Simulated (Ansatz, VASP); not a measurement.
## One calculation of Si, two programs

The input INCAR:

```
SYSTEM = Si
ALGO = Normal
EDIFF = 1E-7
ENCUT = 520
GGA = CA
ISIF = 2
ISMEAR = 0
LASPH = .TRUE.
LCHARG = .FALSE.
LREAL = .FALSE.
LWAVE = .FALSE.
NBANDS = 8
NELM = 60
PREC = Accurate
SIGMA = 0.15
```

File KPOINTS:

```
k-points
0
G
  24 24 24
  0 0 0
```

POSCAR

```
Si
1.0
    2.6084914272      0.0000000000      0.0000000000
   -1.3042457136      2.2590198415      0.0000000000
    0.0000000000      0.0000000000      2.5325302362
Si
1
Direct
    0.0000000000      0.0000000000      0.0000000000
```

Input for Ansatz:

```yaml
crystal:
  lattice:
    - [2.6084914272, 0.0, 0.0]
    - [-1.3042457136, 2.2590198415, 0.0]
    - [0.0, 0.0, 2.5325302362]
  atoms:
    - { symbol: Si, position: [0.0, 0.0, 0.0] }
basis:
  ecutwfc: 420
kpoints:
  mp_grid: { grid: [24, 24, 24] }
hamiltonian:
  xc: lda
scf:
  occupations: { method: gaussian, width: 0.15 }
output:
  forces: true
  stress: true
  eigenvalues: true
```

Change from the starting cell: strain +0.000 along x and y, +0.025 along z, atoms carried along.

Alike in both runs: task single point; functional LDA; k mesh 24 × 24 × 24; occupations gaussian, width 0.15 eV; no spin polarisation.

|  | VASP | Ansatz |
| --- | --- | --- |
| version | VASP 6.6.1 | Ansatz 0.2.0 |
| potentials or method | VASP PAW LDA potentials, release 64 (Si) | scalar-relativistic, plane waves, PAW |
| plane-wave cutoff (eV) | 520 | 420 |
| valence electrons in the cell | 4 | 4 |

Ansatz gave:

```
gap on the k mesh at the Fermi level (eV)       : none
pressure (GPa)                                  : -2.8
largest component of the traceless stress (GPa) : 5.36
```

**Question.** Which values does VASP return?

**Answer.** gap on the k mesh at the Fermi level (eV): none; pressure (GPa): -2.7; largest component of the traceless stress (GPa): 5.36.

A gap of «none» marks a metal or a gap that the smearing closes.
